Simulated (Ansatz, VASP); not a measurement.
# MoS2: VASP beside Ansatz, part 2 of 2

Wanted: the spread between two codes on one cell, functional and k mesh.

VASP 6.6.1 and Ansatz 0.2.0.

So far: The starting structure; Ansatz: relaxation of cell and atoms, PBEsol; VASP: relaxation of cell and atoms, PBEsol.

The database entry behind the starting cell differs from later determinations by our own check (about 0.3 % long), so it need not match the best structure at ambient conditions.

### Step 3. VASP: relaxation of cell and atoms, PBEsol (continued)

Level of this step: PBEsol, no spin polarisation; plane waves and PAW (Mo_sv, S) (VASP).

Numbers of over 12 decimals in the logs are rounded to 6 here.

From OUTCAR (step 3):

```text
ion  position               nearest neighbor table
   1  0.333  0.667  0.250-   4 2.41   6 2.41   4 2.41   6 2.41   4 2.41   6 2.41
   2  0.667  0.333  0.750-   3 2.41   5 2.41   3 2.41   5 2.41   3 2.41   5 2.41
   3  0.333  0.667  0.623-   2 2.41   2 2.41   2 2.41
   4  0.667  0.333  0.123-   1 2.41   1 2.41   1 2.41
   5  0.333  0.667  0.877-   2 2.41   2 2.41   2 2.41
   6  0.667  0.333  0.377-   1 2.41   1 2.41   1 2.41

  LATTYP: Found a hexagonal cell.
 ALAT       =     3.1690000000
 C/A-ratio  =     3.8889239508

 Subroutine GETGRP returns: Found 24 space group operations
 (whereof 12 operations were pure point group operations)

The static configuration has the point symmetry D_3d.
 The point group associated with its full space group is D_6h.

 Found     28 irreducible k-points:

   k-points           NKPTS =     28   k-points in BZ     NKDIM =     28   number of bands    NBANDS=     32

   dimension x,y,z NGX =    24 NGY =   24 NGZ =   96
   dimension x,y,z NGXF=    48 NGYF=   48 NGZF=  192

   ENCUT  =  520.0 eV  38.22 Ry    6.18 a.u.   5.89  5.89 22.91*2*pi/ulx,y,z

   NELECT =      52.0000    total number of electrons

 k-points in reciprocal lattice and weights: Automatic mesh
   0.00000000  0.00000000  0.00000000       0.003
   0.10000000 -0.00000000  0.00000000       0.020
   0.20000000 -0.00000000  0.00000000       0.020
   0.30000000  0.00000000  0.00000000       0.020
   0.40000000 -0.00000000  0.00000000       0.020
   0.50000000  0.00000000  0.00000000       0.010
   0.10000000  0.10000000  0.00000000       0.020
   0.20000000  0.10000000  0.00000000       0.040
   0.30000000  0.10000000  0.00000000       0.040
[...]
0.40000000  0.20000000  0.33333333       0.040
   0.30000000  0.30000000  0.33333333       0.040

 average (electrostatic) potential at core
       1 -74.5609       2 -74.5609       3 -84.5744       4 -84.5744       5 -84.5744
       6 -84.5744

 E-fermi :   7.7419

 k-point     1 :       0.0000    0.0000    0.0000
  band No.  band energies     occupation
    ...
     22       5.2369      2.00000
     23       5.2369      2.00000
     24       5.9704      2.00000
     25       6.1472      2.00000
     26       7.2771      1.99982
     27       9.5591      0.00000
     28       9.5591      0.00000
     29       9.5794      0.00000
     30       9.5794      0.00000
     31       9.7751      0.00000
    ...

 k-point     2 :       0.1000   -0.0000    0.0000
  band No.  band energies     occupation
    ...
     22       4.9974      2.00000
     23       5.3380      2.00000
     24       6.1618      2.00000
     25       6.2238      2.00000
     26       7.0221      2.00000
     27       9.3777      0.00000
     28       9.4017      0.00000
     29       9.4475      0.00000
     30       9.5880      0.00000
     31       9.5891      0.00000
    ...

 k-point     3 :       0.2000   -0.0000    0.0000
  band No.  band energies     occupation
    ...
     22       4.6830      2.00000
     23       5.2249      2.00000
     24       5.9867      2.00000
     25       6.0399      2.00000
     26       6.3060      2.00000
     27       8.6933      0.00000
     28       9.2194      0.00000
     29       9.3382      0.00000
     30       9.3939      0.00000
     31       9.4029      0.00000
    ...

  Total       -0.0428779     -0.0428779      0.0163138      0.0000000      0.0000000     -0.0000000
  in kB       -0.6395091     -0.6395091      0.2433138      0.0000000      0.0000000     -0.0000000
  external PRESSURE =      -0.3452348 kB  Pullay stress =       0.0000000 kB

  energy-cutoff  :      520.00
  volume of cell :      107.42
      direct lattice vectors                 reciprocal lattice vectors
     3.142196400 -0.000000000 -0.000000000     0.318248726  0.183740987 -0.000000000
    -1.571098200  2.721221906  0.000000000     0.000000000  0.367481975 -0.000000000
     0.000000000  0.000000000 12.563206616     0.000000000 -0.000000000  0.079597513

 POSITION                                       TOTAL-FORCE (eV/Angst)
 -----------------------------------------------------------------------------------
     -0.00000      1.81415      3.14080        -0.000000      0.000000      0.000000
      1.57110      0.90707      9.42240         0.000000     -0.000000      0.000000
     -0.00000      1.81415      7.86380         0.000000     -0.000000     -0.003274
      1.57110      0.90707      1.58220        -0.000000     -0.000000     -0.003274
     -0.00000      1.81415     10.98101         0.000000      0.000000      0.003274
      1.57110      0.90707      4.69940        -0.000000      0.000000      0.003274
 -----------------------------------------------------------------------------------
    total drift:                               -0.000000      0.000000     -0.000000

  FREE ENERGIE OF THE ION-ELECTRON SYSTEM (eV)
  ---------------------------------------------------
  free  energy   TOTEN  =       -46.9056945162 eV

  energy  without entropy=      -46.9056936259  energy(sigma->0) =      -46.90569407

 reached required accuracy - stopping structural energy minimisation

 total charge
# of ion       s       p       d       tot
------------------------------------------
    1        2.300   6.230   3.993  12.523
    2        2.300   6.230   3.993  12.523
    3        1.358   2.326   0.000   3.684
    4        1.358   2.326   0.000   3.684
    5        1.358   2.326   0.000   3.684
    6        1.358   2.326   0.000   3.684
--------------------------------------------------
tot         10.031  21.764   7.986  39.780

[... 3 further parts left out ...]
```

This run has no spin polarisation, so a moment on Mo, if there is one, isn't seen. The bonds form layers, held to each other by dispersion, which PBEsol lacks, so the spacing between them is unreliable.

### Step 4. Differences

Known differences besides the potentials themselves: both relaxations stop at a tolerance, which leaves soft axes loose, and VASP keeps its plane-wave basis; the cutoff is 420 eV in Ansatz and 520 eV in VASP; Ansatz makes its cores anew for this functional, VASP keeps those of its PBE data sets; Ansatz adds a Pulay correction to the stress that steers its cell, VASP none. Total energies have different zeros and are not compared.

Compared:

```
                                         quantity  Ansatz    VASP  difference
                                      volume (Å³)  107.49  107.42     +0.06 %
edge a after relaxation, in the typed setting (Å)   3.141   3.142     -0.03 %
edge c after relaxation, in the typed setting (Å)  12.577  12.563     +0.11 %
```

The walks stopped with 0.00 GPa left in Ansatz and -0.03 GPa in VASP; each walk ends within a tolerance, so the volume difference is uncertain by about these residues over the bulk modulus, most in soft cells.

### Step 5. Summary of results

```
difference in edge c after relaxation, in the typed setting (relaxation of cell and atoms, PBEsol) : 0.11 %
```

**Reading.** The difference in edge c after relaxation, in the typed setting is 0.11 % (relaxation of cell and atoms, PBEsol), within the 1.2 % picked in this series as the mark of a large difference, as far as the stopping tolerances let one tell. Such differences can come from data sets, numerical settings and the points named under the comparisons, not from the functional's error against experiment.

[Lines on the potential files, build, host, timing and source positions are cut from VASP's logs without a mark.]

[Logs are printed without paths, hosts, clocks, repeated set-up lines and the standing remarks that a program may print on its own settings, such as how far it seeks lower states.]

[Hosts, paths, dates, database ids (printed as entryN), source tags and the programs' standing remarks are cut or masked in the printed files.]
